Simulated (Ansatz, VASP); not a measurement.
# ScAl3: VASP beside Ansatz, part 2 of 2

One calculation is typed for both programs; each brings its own data sets and cutoff. How far apart do they land? The cell is taken from a series of VASP runs on this material, whose earlier steps may have relaxed, scaled or displaced it; both programs get it as it stands.

VASP 6.6.1 and Ansatz 0.2.0.

So far: The structure; VASP: zone-centre phonons, BLYP.

### Step 3. Ansatz: zone-centre phonons, BLYP

Level of this step: Ansatz beside VASP: Kohn-Sham DFT, plane waves, BLYP (Ansatz).

Ansatz runs on its default PAW (the set named soft_2) files.

The same cell, functional (in two slightly different forms), mesh and smearing now go to Ansatz, which takes its cutoff from its data sets.

input.yaml reads:

```yaml
crystal:
  lattice:
    - [4.151653166, 0.0, 0.0]
    - [0.0, 4.151653166, 0.0]
    - [0.0, 0.0, 4.151653166]
  atoms:
    - { symbol: Sc, position: [0.0, 0.0, 0.0] }
    - { symbol: Al, position: [0.5, 0.5, 0.0] }
    - { symbol: Al, position: [0.0, 0.5, 0.5] }
    - { symbol: Al, position: [0.5, 0.0, 0.5] }
hamiltonian:
  xc: blyp
  pseudopotentials: { kind: paw }
kpoints:
  mp_grid: { grid: [9, 9, 9] }
scf:
  occupations: { method: methfessel_paxton, width: 0.2 }
phonons:
  method: dfpt
  qpoints: [[0, 0, 0]]
```

Started as:

```bash
$ ansatz run input.yaml --threads 4 --pin off --max-ram 9216MiB --backend cpu --events-out ev --progress --plain --runs-dir out
```

Numbers of over 12 decimals in the logs are rounded to 6 here.

Output:

```text
zone centre: on kpoints.mp_grid the ground state, and the responses unless they are solved on pairs of k-points, stand on 125 of the mesh's 729 k-points, reduced under 8 symmetry operations, with k and −k counted as one. Each operation leaves every solved displacement unchanged or reverses it
Engine: ansatz 0.2.0, aarch64-unknown-linux-gnu
Pseudopotentials: kind: paw
Pseudopotential: Sc, paw, valence charge 11, recommended cutoff 420 eV (normal), Sc.paw.azcp
Pseudopotential: Al, paw, valence charge 3, recommended cutoff 420 eV (normal), Al.paw.azcp
Functional definition: BLYP
  parameter beta = 0.0042
  parameter a = 0.04918
  parameter b = 0.132
  parameter c = 0.2533
  parameter d = 0.349
  exchange = b88_x(beta = beta)
  correlation = lyp_c(a = a, b = b, c = c, d = d)
Crystal: 4 atoms, lattice volume = 71.559 Å³
Basis set: ecut = 420 eV, 1365 PW (Γ), exchange–correlation on 60×60×60 points (8 copies of the dense FFT grid, shifted against one another)
Bands: 14, of which v1, the nominal top of the filled ones, is band 10 counted from 1 (9 counted from 0)
Symmetry: 48 space group operations
k-points: 125 of 729 (irreducible under 8 space group operations)
Non-local potential: Sc, projectors of the file, l = 0: 3, l = 1: 2, l = 2: 3, l = 3: 1
Non-local potential: Al, projectors of the file, l = 0: 2, l = 1: 2, l = 2: 1
PAW form: soft (Blöchl's): semilocal exchange-correlation on the pseudo side does not see the compensation charge
PAW frozen core: Sc, regenerated for the run's functional, and the local potential with it (the file was generated under x = pbe(κ = 0.804, μ = 0.219515), c = pbe(β = 0.066725))
PAW frozen core: Al, regenerated for the run's functional, and the local potential with it (the file was generated under x = pbe(κ = 0.804, μ = 0.219515), c = pbe(β = 0.066725))
PAW one-centre angular grid: Sc, 590 points (default); XC on 64 Gauss nodes
PAW one-centre angular grid: Al, 110 points (default); XC on 64 Gauss nodes
Initial density: superposition of atomic densities (neutral atoms: chi_scale 0, normalization atom), corrected by the library's trained network
Initial wavefunctions: pseudopotential atomic-orbital guess
Functional: x = b88, c = lyp
SCF iter   1: F=—  HF=-3765.141353 eV  |F-HF|=—  |Δ(HF+E_count)|=         —  Δρ=7.01e-3  dr2=5.70e-2  ethr=1.77e-3  ⟨swp⟩=5.2  Hψ=9935  notcnv=0
preconditioner: auto → Resta (q_TF=auto, 2.206 Å⁻¹)  ε∞=9.1  [insulator: Δε(μ)=0.180 eV  Ē_g=5.332 eV  σ=0.200 eV  W_gap=0.52  n_scr=18 (ndim 8)  ℏωp=15.2 eV  f_vac=0.000  D(μ)=1.94/eV (n_scr^D=18)  ε∞_Penn≈9.1]
SCF iter   2: F=—  HF=-3765.131652 eV  |F-HF|=—  |Δ(HF+E_count)|=   9.70e-3  S|Δr|=    0.00e0  Δρ=3.04e-3  dr2=7.80e-3  ethr=2.85e-4  ⟨swp⟩=2.2  Hψ=3230  notcnv=0
SCF iter   3: F=—  HF=-3765.131038 eV  |F-HF|=—  |Δ(HF+E_count)|=   6.15e-4  S|Δr|=    0.00e0  Δρ=1.82e-3  dr2=3.05e-3  ethr=3.90e-5  ⟨swp⟩=1.1  Hψ=1779  notcnv=0
SCF iter   4: F=—  HF=-3765.130793 eV  |F-HF|=—  |Δ(HF+E_count)|=   2.45e-4  S|Δr|=    0.00e0  Δρ=2.11e-4  dr2=4.30e-5  ethr=1.53e-5  ⟨swp⟩=2.1  Hψ=2510  notcnv=0
SCF iter   5: F=—  HF=-3765.130792 eV  |F-HF|=—  |Δ(HF+E_count)|=   6.54e-7  S|Δr|=    0.00e0  Δρ=5.33e-5  dr2=1.88e-6  ethr=2.15e-7  ⟨swp⟩=2.0  Hψ=2505  notcnv=0
SCF iter   6: F=—  HF=-3765.130794 eV  |F-HF|=—  |Δ(HF+E_count)|=   1.77e-6  S|Δr|=    0.00e0  Δρ=9.38e-6  dr2=5.11e-8  ethr=9.40e-9  ⟨swp⟩=2.0  Hψ=2880  notcnv=0
SCF iter   7: F=—  HF=-3765.130794 eV  |F-HF|=—  |Δ(HF+E_count)|=   6.62e-8  S|Δr|=    0.00e0  Δρ=2.05e-6  dr2=2.74e-9  ethr=2.56e-10  ⟨swp⟩=2.0  Hψ=2465  notcnv=0
SCF iter   8: F=—  HF=-3765.130794 eV  |F-HF|=—  |Δ(HF+E_count)|=  8.46e-10  S|Δr|=    0.00e0  Δρ=1.94e-7  dr2=3.37e-11  ethr=1.37e-11  ⟨swp⟩=2.4  Hψ=2982  notcnv=0
SCF iter   9: F=-3765.130794 eV  HF=-3765.130794 eV  |F-HF|=9.09e-13  |Δ(HF+E_count)|=  9.09e-12  S|Δr|=    0.00e0  Δρ=3.00e-8  dr2=4.47e-13  ethr=1.00e-12  ⟨swp⟩=4.8  Hψ=6243  notcnv=0
SCF 1 converged in 9 iterations: F = -3765.130794 eV  dr2 = 4.47e-13
  greatest PAW one-centre occupation: 0.998 electrons in one spin orbital (limit 2), on the Sc atom at site 0 (counted from 0), in its partial waves of l = 0
DFPT response loops at Γ: preconditioner auto → Kerker (q_TF=auto, 2.206 Å⁻¹) (partly filled bands, converged f_vac=0.000); β = 1.00, the filter's whole step (`scf.mixing.beta` (0.50) is not read by the response loops under this deck's `scf.mixing.preconditioner`; to damp them name `kerker` or `kerker_dos`, under which they read `scf.mixing.beta`, and type it under 1.00, their step now; both keys bind the ground state too); Broyden in place of MSR1
SCF converged after 9 iterations
Stability not checked: this state was not tested for a lower state beside it, because cold or Methfessel-Paxton smearing, or corrected tetrahedra, fill the levels in a way that the test cannot read (fill_not_monotonic; see scf.lower_state_search)
Free energy (F): -3765.130794 eV
Harris-Foulkes:  -3765.130794 eV  (|F-HF|=9.09e-13)
Internal energy: -3765.123818 eV  (E = F + TS)
E sigma→0 (E₀):  -3765.129050 eV
Entropy (-TS):   -0.006976 eV (-1.744 meV/atom)
Fermi energy:    9.198261 eV
Step filling:    the computed levels leave a gap of 0.0000 eV = 0.0 smearing widths at the electron count; against every level under it full and every level over it empty, smearing changes F+E_penalty+E_count by -6.505 meV and its σ→0 estimate by -4.761 meV
--- Per-component energies (eV) ---
  E_band       = -126.688782
  E_kinetic    = 330.956092
  E_local      = -1028.538213  (includes V_loc(G=0)·N_el)
  E_nonlocal   = 117.155577
  E_hartree    = 396.219975
  E_xc         = -218.292847
  E_vxc        = -209.632377  (∫ρ·V_xc dr)
  E_paw        = -2379.876680  (= ΣΔE_a)
  E_vpaw       = -129.069807  (= ΣTr[D̂ρ^β])
  E_aug_tail   = 0.000002  (compensation charges beyond the density's cutoff)
  E_ewald      = -982.801463
  E_core_change = 0.053738  (= ΣΔE_core)
  E_smearing   = -0.006976  (= −TS)
  E_closure    = 0.000000  (closes the sum)
  Σ components = -3765.130794   (vs F -3765.130794, Δ=0.00e0)
--- Band table (eV; the first three rows and the last of 125) ---
  k-point 0: bands = [... 6 lower, 6.6189, 7.4328, 7.4328, 7.4328, 10.4029, 10.4029, 10.4029, 10.7434]
  k-point 1: bands = [... 6 lower, 6.7102, 7.4487, 7.4487, 8.0519, 10.3442, 10.3442, 10.4341, 11.1611]
  k-point 2: bands = [... 6 lower, 6.9771, 7.4866, 7.4866, 8.7796, 10.2323, 10.2323, 10.5161, 11.4978]
  k-point 124: bands = [... 6 lower, 4.4145, 5.4670, 6.4758, 6.4758, 6.5000, 10.4520, 11.5993, 11.5993]
--- Phonons (Γ-DFPT): 3 representative perturbations + reference, on 125 of 729 k-points (Σ response iterations 10) ---
  k mesh reduced under 8 symmetry operations, with k and −k counted as one. Each operation leaves every solved displacement unchanged or reverses it
  ASR residual: 2.961e-5 → 0.000e0 eV/Å²; symmetrization residual: 4.574e-7 eV/Å²
  ASR residual per site (eV/Å²): 2.96e-5 1.14e-5 1.14e-5 1.14e-5
  Γ frequencies (cm⁻¹): 0.00 0.00 0.00 202.08 202.08 202.08 219.41 219.41 219.41 298.56 298.56 298.56
  non-analytic LO–TO correction: not included (Born effective charges unavailable; polar crystals: no LO–TO splitting at Γ)
--- Phonons (arbitrary-q DFPT): 1 explicit q-point ---
  q = [0, 0, 0] (of the zone-centre solve; hermiticity 1.18e-7, symmetrization 2.25e-14): -0.00 -0.00 0.00 202.08 202.08 202.08 219.41 219.41 219.41 298.56 298.56 298.56
  sum rule: each row above includes the acoustic sum rule's correction from the zone centre's row sums; it moved no ω² by more than (0.42 cm⁻¹)²
```

Elapsed: 15 s, on 4 threads of Arm Neoverse V1, shared host; peak memory 0.72 GiB.

### Step 4. Side by side

Known differences besides the potentials themselves: the cutoff is 420 eV in Ansatz and 400 eV in VASP; Ansatz makes its cores anew for this functional, VASP keeps those of its PBE data sets; VASP leaves aspherical gradient terms in its spheres out (LASPH is not set), Ansatz keeps them; VASP's log shows a relativistic correction to its local exchange, Ansatz's none. Total energies have different zeros and are not compared.

The two programs side by side:

```
                  quantity  Ansatz   VASP  difference
optical mode 1 to 3 (cm⁻¹)   202.1  202.4     -0.17 %
optical mode 4 to 6 (cm⁻¹)   219.4  220.2     -0.34 %
optical mode 7 to 9 (cm⁻¹)   298.6  299.6     -0.33 %
```

Modes are paired by rising frequency and degeneracy, not by their patterns, so a pair may still set unlike modes beside each other.

### Step 5. Results

```
r.m.s. difference of the optical zone-centre modes, each program's sorted by frequency (zone-centre phonons, BLYP) : 0.75 cm⁻¹
```

The r.m.s. difference of the optical zone-centre modes, each program's sorted by frequency is 0.75 cm⁻¹ (zone-centre phonons, BLYP). Such differences can come from data sets, numerical settings and the points named under the comparisons, not from the functional's error against experiment.

[Lines on the potential files, build, host, timing and source positions are cut from VASP's logs without a mark.]

[Logs are printed without paths, hosts, clocks, repeated set-up lines and the standing remarks that a program may print on its own settings, such as how far it seeks lower states.]

[Hosts, paths, dates, database ids (printed as entryN), source tags and the programs' standing remarks are cut or masked in the printed files.]
